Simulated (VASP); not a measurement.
Shape and ions are relaxed at each volume.

Here is the system:

```cif
data_O2Sn2
_chemical_formula_sum 'Sn2 O2'
_space_group_name_H-M_alt 'P4/nmm :1'
_space_group_IT_number 129
_space_group_name_Hall 'P 4ab 2ab -1ab'
_cell_length_a 3.85489
_cell_length_b 3.85489
_cell_length_c 4.84354
_cell_angle_alpha 90.000
_cell_angle_beta 90.000
_cell_angle_gamma 90.000
loop_
_space_group_symop_operation_xyz
  'x, y, z'
  '-y+1/2, x+1/2, z'
  '-x, -y, z'
  'y+1/2, -x+1/2, z'
  'x+1/2, -y+1/2, -z'
  '-y, -x, -z'
  '-x+1/2, y+1/2, -z'
  'y, x, -z'
  '-x+1/2, -y+1/2, -z'
  'y, -x, -z'
  'x+1/2, y+1/2, -z'
  '-y, x, -z'
  '-x, y, z'
  'y+1/2, x+1/2, z'
  'x, -y, z'
  '-y+1/2, -x+1/2, z'
loop_
_atom_site_label
_atom_site_type_symbol
_atom_site_symmetry_multiplicity
_atom_site_Wyckoff_symbol
_atom_site_fract_x
_atom_site_fract_y
_atom_site_fract_z
_atom_site_occupancy
Sn1 Sn 2 c 0.00000 0.50000 0.23999 1
O1 O 2 a 0.00000 0.00000 0.00000 1
```

Calculation: PBE GGA with D3 dispersion (zero damping), VASP's PBE PAW potentials (set 64) (plane waves; VASP). Settings: 520 eV cut-off, 6×6×5 Γ-centred mesh, Gaussian smearing of 0.050 eV, potentials Sn_d O.

**Question.** Give the energy at these volumes per atom, relative to the lowest: 16.86, 17.39, 17.93, 18.47, 19.01 Å³.

**Answer.** 6.8, 1.8, 0.0, 1.0, 4.2 meV/atom. A third-order Birch-Murnaghan fit gives B0 = 26.4 GPa and B0′ = 5.6.

The compound is SnO in the litharge structure. It was relaxed first.
